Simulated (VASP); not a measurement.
Input:

```yaml
crystal:
  lattice:
    - [1.27756, -2.21280, 0.00000]
    - [1.27756, 2.21280, 0.00000]
    - [0.00000, 0.00000, 4.22543]
  atoms:
    - { symbol: B, position: [0.66667, 0.33333, 0.50024] }
    - { symbol: B, position: [0.33333, 0.66667, 0.00024] }
    - { symbol: N, position: [0.66667, 0.33333, 0.87476] }
    - { symbol: N, position: [0.33333, 0.66667, 0.37476] }
```

Calculation: PBE GGA, VASP's PBE PAW potentials (set 64) (plane waves; VASP 6.6.1). Settings: 520 eV cut-off, 9×9×5 Γ-centred mesh, Gaussian smearing of 0.050 eV, potentials B N.

Predict the energy per atom (σ→0), band gap (on the k-mesh) with the smallest direct gap where there is one.

```yaml
band gap (on the k-mesh): 5.21 eV
smallest direct gap (on the k-mesh): 8.22 eV
energy per atom (σ→0): -8.708 eV/atom
```

The absolute energy has meaning only against runs of the same code, potentials and settings.

The compound is BN in the wurtzite structure, a metastable high-pressure form. It was relaxed first. The start is the result of an earlier pass.
